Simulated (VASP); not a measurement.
# TaAl (Fm-3m) in VASP: density of states with PBE

Aim: the density of states of TaAl with PBE.

All numbers are computed with VASP 6.6.1; they aren't measurements. Logs are shortened: lines on timing, memory, paths and dates and some standing lists are left out, and cuts for length are marked.

**1. The structure**

The structure is cubic, space group Fm-3m (No. 225). Conventional cell: a = 4.666 Å, b = 4.666 Å, c = 4.666 Å, α = 90.00°, β = 90.00°, γ = 90.00°. Around Al (site symmetry m-3m) lie 6 Ta at 2.33 Å. Ta (site symmetry m-3m) is surrounded by 6 Al at 2.33 Å.

The cell was built by a generator and needn't be a form met in nature.

**2. Density of states, PBE**

The input, POSCAR:

```
TaAl
1.0
    0.0000000000      2.3331030000      2.3331030000
    2.3331030000      0.0000000000      2.3331030000
    2.3331030000      2.3331030000      0.0000000000
Al Ta
1 1
Direct
    0.0000000000      0.0000000000      0.0000000000
    0.5000000000      0.5000000000      0.5000000000
```

The input, INCAR.step1:

```
SYSTEM = TaAl
ALGO = Normal
EDIFF = 1E-6
ENCUT = 520
GGA = PE
ISIF = 2
ISMEAR = -1
LASPH = .True.
LCHARG = .True.
LMAXMIX = 4
LREAL = .False.
LWAVE = .False.
NBANDS = 14
NELM = 60
PREC = Accurate
SIGMA = 0.1
```

The input, KPOINTS.step1:

```
k-points
0
Gamma
  12 12 12
  0 0 0
```

The input, INCAR.step2:

```
SYSTEM = TaAl
ALGO = Normal
EDIFF = 1E-6
ENCUT = 520
GGA = PE
ICHARG = 11
ISIF = 2
ISMEAR = -5
LASPH = .True.
LCHARG = .False.
LMAXMIX = 4
LORBIT = 10
LREAL = .False.
LWAVE = .False.
NEDOS = 1001
NELM = 60
PREC = Accurate
SIGMA = 0.1
```

The input, KPOINTS.step2:

```
k-points
0
Gamma
  18 18 18
  0 0 0
```

Potentials or basis: VASP PAW PBE potentials, release 64 (Al, Ta_pv).

Command:

```
> cat potpaw_PBE.64/Al/POTCAR potpaw_PBE.64/Ta_pv/POTCAR > POTCAR
> cp INCAR.step1 INCAR
> cp KPOINTS.step1 KPOINTS
> mpirun -np 1 vasp_std > vasp.out
> cp INCAR.step2 INCAR
> cp KPOINTS.step2 KPOINTS
> mpirun -np 1 vasp_std > vasp.out
```

OUTCAR:

```text
SYSTEM = TaAl
   EDIFF = 1E-6
   ENCUT = 520
   GGA = PE
   ICHARG = 11
   ISIF = 2
   ISMEAR = -5
   LASPH = .True.
   LORBIT = 10
   LREAL = .False.
   NELM = 60
   PREC = Accurate

 ion  position               nearest neighbor table
   1  0.000  0.000  0.000-   2 2.33   2 2.33   2 2.33   2 2.33   2 2.33   2 2.33
   2  0.500  0.500  0.500-   1 2.33   1 2.33   1 2.33   1 2.33   1 2.33   1 2.33

  LATTYP: Found a face centered cubic cell.
 ALAT       =     4.6662060000

  Lattice vectors:

 A1 = (   0.0000000000,   2.3331030000,   2.3331030000)
 A2 = (   2.3331030000,   0.0000000000,   2.3331030000)
 A3 = (   2.3331030000,   2.3331030000,   0.0000000000)

Analysis of symmetry for initial positions (statically):
=====================================================================
 Subroutine PRICEL returns:
 Original cell was already a primitive cell.

 Routine SETGRP: Setting up the symmetry group for a
 face centered cubic supercell.

 Subroutine GETGRP returns: Found 48 space group operations
 (whereof 48 operations were pure point group operations)
 out of a pool of 48 trial point group operations.

The static configuration has the point symmetry O_h .

Analysis of symmetry for dynamics (positions and initial velocities):
=====================================================================
 Subroutine PRICEL returns:
 Original cell was already a primitive cell.

 Routine SETGRP: Setting up the symmetry group for a
 face centered cubic supercell.

 Subroutine GETGRP returns: Found 48 space group operations
 (whereof 48 operations were pure point group operations)
 out of a pool of 48 trial point group operations.

The dynamic configuration has the point symmetry O_h .

 Subroutine INISYM returns: Found 48 space group operations
 (whereof 48 operations are pure point group operations),
 and found     1 'primitive' translations

----------------------------------------------------------------------------------------

                                     Primitive cell

  volume of cell :      25.3999

  direct lattice vectors                    reciprocal lattice vectors
     0.000000000  2.333103000  2.333103000    -0.214306869  0.214306869  0.214306869
     2.333103000  0.000000000  2.333103000     0.214306869 -0.214306869  0.214306869
     2.333103000  2.333103000  0.000000000     0.214306869  0.214306869 -0.214306869

  length of vectors
     3.299505905  3.299505905  3.299505905     0.371190386  0.371190386  0.371190386

  position of ions in fractional coordinates (direct lattice)
     0.000000000  0.000000000  0.000000000
     0.500000000  0.500000000  0.500000000

  ion indices of the primitive-cell ions
   primitive index   ion index
                 1           1
                 2           2

----------------------------------------------------------------------------------------

 KPOINTS: k-points

Automatic generation of k-mesh.
 Grid dimensions read from file:
 generate k-points for:   18   18   18

 Generating k-lattice:

  Cartesian coordinates                     Fractional coordinates (reciprocal lattice)
    -0.011905937  0.011905937  0.011905937     0.055555556  0.000000000  0.000000000
     0.011905937 -0.011905937  0.011905937     0.000000000  0.055555556  0.000000000
     0.011905937  0.011905937 -0.011905937     0.000000000  0.000000000  0.055555556

  Length of vectors
     0.020621688  0.020621688  0.020621688

  Shift w.r.t. Gamma in fractional coordinates (k-lattice)
     0.000000000  0.000000000  0.000000000

 TETIRR: Found    806 inequivalent tetrahedra from    34992

 Subroutine IBZKPT returns following result:
 ===========================================

 Found    195 irreducible k-points:

 Following reciprocal coordinates:
            Coordinates               Weight
  0.000000  0.000000  0.000000      1.000000
  0.055556  0.000000  0.000000      8.000000
  0.111111  0.000000  0.000000      8.000000
  0.166667  0.000000  0.000000      8.000000
  0.222222  0.000000  0.000000      8.000000
  0.277778  0.000000  0.000000      8.000000
[... 16 lines left out ...]
 -0.277778  0.055556  0.000000     24.000000
 -0.222222  0.055556  0.000000     24.000000
 [... further k-points ...]
   k-points           NKPTS =    195   k-points in BZ     NKDIM =    195   number of bands    NBANDS=     11
   number of dos      NEDOS =   1001   number of ions     NIONS =      2
   total plane-waves  NPLWV =  21952
   dimension x,y,z NGX =    28 NGY =   28 NGZ =   28
   dimension x,y,z NGXF=    56 NGYF=   56 NGZF=   56
   ions per type =               1   1
   NGX,Y,Z   is equivalent  to a cutoff of  14.11, 14.11, 14.11 a.u.
   NGXF,Y,Z  is equivalent  to a cutoff of  28.22, 28.22, 28.22 a.u.
 SYSTEM =  TaAl
   PREC   = accura    normal or accurate (medium, high low for compatibility)
   ISTART =      0    job   : 0-new  1-cont  2-samecut
   ICHARG =     11    charge: 1-file 2-atom 10-const
   ISPIN  =      1    spin polarized calculation?
   LNONCOLLINEAR =      F non collinear calculations
   LSORBIT =      F    spin-orbit coupling
   LASPH  =      T    aspherical Exc in radial PAW
   ENCUT  =  520.0 eV  38.22 Ry    6.18 a.u.   6.13  6.13  6.13*2*pi/ulx,y,z
   NELM   =     60;   NELMIN=  2; NELMDL=  0     # of ELM steps
   EDIFF  = 0.1E-05   stopping-criterion for ELM
   LREAL  =      F    real-space projection
   EDIFFG = 0.1E-04   stopping-criterion for IOM
   NSW    =      0    number of steps for IOM
   IBRION =     -1    ionic relax: 0-MD 1-quasi-New 2-CG
   NFREE  =      0    steps in history (QN), initial steepest desc. (CG)
   ISIF   =      2    stress and relaxation
   ISYM   =      2    0-nonsym 1-usesym 2-fastsym
   POTIM  = 0.5000    time-step for ionic-motion
   TEBEG  =    0.0;   TEEND  =   0.0 temperature during run
   PSTRESS=    0.0 pullay stress
   NELECT =      14.0000    total number of electrons
   NUPDOWN=      -1.0000    fix difference up-down
   EMIN   =  10.00;   EMAX   =-10.00  energy-range for DOS
   EFERMI =   0.00;   METHOD = LEGACY
   ISMEAR =    -5;   SIGMA  =   0.10  broadening in eV -4-tet -1-fermi 0-gaus
   EFERMI_NEDOS =   21; number of points for ismear=-14 and -15
   IALGO  =     38    algorithm
   IMIX   =      4    mixing-type and parameters
     AMIX     =   0.40;   BMIX     =  1.00
     AMIX_MAG =   1.60;   BMIX_MAG =  1.00
  volume/ion in A,a.u.               =      12.70        85.70
  Fermi-wavevector in a.u.,A,eV,Ry     =   1.342271  2.536525 24.513507  1.801692
  Thomas-Fermi vector in A             =   2.470438
   LORBIT       =     10    0 simple, 1 ext, 2 COOP (PROOUT), +10 PAW based schemes
   GGA     = PE    functional components
   LHFCALC =     F    Hartree Fock is set to
   AEXX    =    0.0000 exact exchange contribution
   IVDW    =     0    specifies the selected vdW correction
   LEPSILON=     F    determine dielectric tensor
   LRPA    =     F    only Hartree local field effects (RPA)
 non-spin polarized calculation
 Fermi weights with tetrahedron method with Bloechl corrections
  energy-cutoff  :      520.00
  volume of cell :       25.40
 maximum number of plane-waves:       701
 NGX is ok and might be reduce to    28

 number of electron      14.0000001 magnetization

 Free energy of the ion-electron system (eV)
  ---------------------------------------------------
  ext. energy  EPLUGINS =         0.00000000
  ---------------------------------------------------
  free energy    TOTEN  =       -12.07463983 eV

  energy without entropy =      -12.07463983  energy(sigma->0) =      -12.07463983

 E-fermi :   9.4112     XC(G=0): -12.8681

 val. band max:        9.4413809984   @ k =   0.0556   0.0000   0.0000
 cond. band min:       9.3348305744   @ k =   0.1111   0.0000   0.0000
 fundamental gap:     -0.1065504239
 Fermi energy:         9.4112267409

 k-point     1 :       0.0000    0.0000    0.0000
  band No.  band energies     occupation
      1     -24.0870      2.00000
      2     -24.0870      2.00000
      3     -24.0870      2.00000
      4      -1.3987      2.00000
      5       8.1907      2.00000
      6       8.1907      2.00000
      7       8.1907      2.00000
      8       9.5033     -0.17325
      9       9.5033      0.00000
     10      17.0363      0.00000
     11      17.0363      0.00000

 k-point     2 :       0.0556    0.0000    0.0000
  band No.  band energies     occupation
      1     -24.1028      2.00000
      2     -24.0893      2.00000
      3     -24.0893      2.00000
      4      -1.3062      2.00000
      5       8.0829      2.00000
      6       8.2366      2.00000
      7       8.2366      2.00000
      8       9.4414      1.44007
      9       9.4414      0.05589
     10      16.9460      0.00000
     11      17.2306      0.00000

 k-point     3 :       0.1111    0.0000    0.0000
  band No.  band energies     occupation
      1     -24.1481      2.00000
      2     -24.0960      2.00000
      3     -24.0960      2.00000
      4      -1.0339      2.00000
      5       7.7917      2.00000
      6       8.3243      2.00000
      7       8.3243      2.00000
      8       9.3348      1.99496
      9       9.3348      0.62420
     10      16.6770      0.00000
     11      17.7790      0.00000
[... 267 lines left out ...]
 k-point    23 :      -0.2778    0.0556    0.0000
  band No.  band energies     occupation
      1     -24.4135      2.00000
      2     -24.1513      2.00000
      3     -24.1322      2.00000
      4       0.9575      2.00000
      5       6.3500      2.00000
      6       7.5803      2.00000
      7       7.6557      2.00000
      8      10.3206      0.00000
      9      11.0303      0.00000
     10      15.4089      0.00000
     11      19.3238      0.00000

 k-point    24 :      -0.2222    0.0556    0.0000
  band No.  band energies     occupation
      1     -24.3304      2.00000
      2     -24.1378      2.00000
      3     -24.1189      2.00000
      4       0.2654      2.00000
      5       6.7735      2.00000
      6       7.8606      2.00000
      7       7.9622      2.00000
      8       9.6764     -0.04204
      9      10.3787      0.00000
     10      15.8573      0.00000
     11      19.2571      0.00000

 [... further k-points ...]

------------------------ aborting loop because EDIFF is reached ----------------------------------------

  FORCE on cell =-STRESS in cart. coord.  units (eV):
  Direction    XX          YY          ZZ          XY          YZ          ZX
  --------------------------------------------------------------------------------------
  -------------------------------------------------------------------------------------
  Total       14.9490389     14.9490389     14.9490389      0.0000000      0.0000000     -0.0000000
  in kB      942.9575046    942.9575046    942.9575046      0.0000000      0.0000000     -0.0000000
  external PRESSURE =     942.9575046 kB  Pullay stress =       0.0000000 kB

 VOLUME and BASIS-vectors are now :
 -----------------------------------------------------------------------------
  energy-cutoff  :      520.00
  volume of cell :       25.40
      direct lattice vectors                 reciprocal lattice vectors
     0.000000000  2.333103000  2.333103000    -0.214306869  0.214306869  0.214306869
     2.333103000  0.000000000  2.333103000     0.214306869 -0.214306869  0.214306869
     2.333103000  2.333103000  0.000000000     0.214306869  0.214306869 -0.214306869

 POSITION                                       TOTAL-FORCE (eV/Angst)
 -----------------------------------------------------------------------------------
      0.00000      0.00000      0.00000        -0.000000     -0.000000     -0.000000
      2.33310      2.33310      2.33310         0.000000      0.000000      0.000000
 -----------------------------------------------------------------------------------
    total drift:                                0.000000      0.000000      0.000000

  FREE ENERGIE OF THE ION-ELECTRON SYSTEM (eV)
  ---------------------------------------------------
  free  energy   TOTEN  =       -12.0746398270 eV

  energy  without entropy=      -12.0746398270  energy(sigma->0) =      -12.07463983

 total charge

# of ion       s       p       d       tot
------------------------------------------
    1        0.555   0.642   0.000   1.198
    2        0.345   6.208   2.970   9.523
--------------------------------------------------
tot          0.901   6.850   2.970  10.721
```

It took 32 s on 1 thread of Intel Xeon 6975P-C (Granite Rapids), shared host; peak memory 0.19 GiB.

What came out:

```
Valence electrons inside the program's atomic spheres : Al 1.20; Ta 9.52
```

States per cell in windows of 1 eV (zero at the Fermi level; states under -8 eV left out):
```csv
from (eV),total,Ta2_d,Al1_p,Ta2_p,Ta2_s,Al1_s,Al1_d
-8.0,0.36,0.03,0.01,0.02,0.06,0.06,0.00
-7.0,0.70,0.14,0.03,0.03,0.08,0.13,0.00
-6.0,0.55,0.14,0.02,0.03,0.04,0.11,0.00
-5.0,0.85,0.26,0.04,0.05,0.03,0.10,0.00
-4.0,1.56,0.57,0.11,0.10,0.02,0.05,0.00
-3.0,1.41,0.60,0.15,0.07,0.01,0.01,0.00
-2.0,1.49,0.83,0.19,0.02,0.01,0.00,0.00
-1.0,0.69,0.39,0.07,0.02,0.01,0.00,0.00
0.0,0.60,0.38,0.03,0.01,0.00,0.00,0.00
1.0,0.84,0.49,0.04,0.03,0.02,0.00,0.00
2.0,1.24,0.68,0.06,0.04,0.08,0.01,0.00
3.0,1.31,0.90,0.04,0.03,0.06,0.01,0.00
4.0,1.03,0.55,0.05,0.05,0.11,0.01,0.00
5.0,0.70,0.31,0.05,0.06,0.07,0.02,0.00
6.0,0.54,0.19,0.07,0.06,0.03,0.02,0.00
7.0,0.73,0.20,0.12,0.09,0.01,0.03,0.00
```

Caveat: the cell as given lies far from equilibrium; tetrahedron occupations give inexact forces and stress in metals.
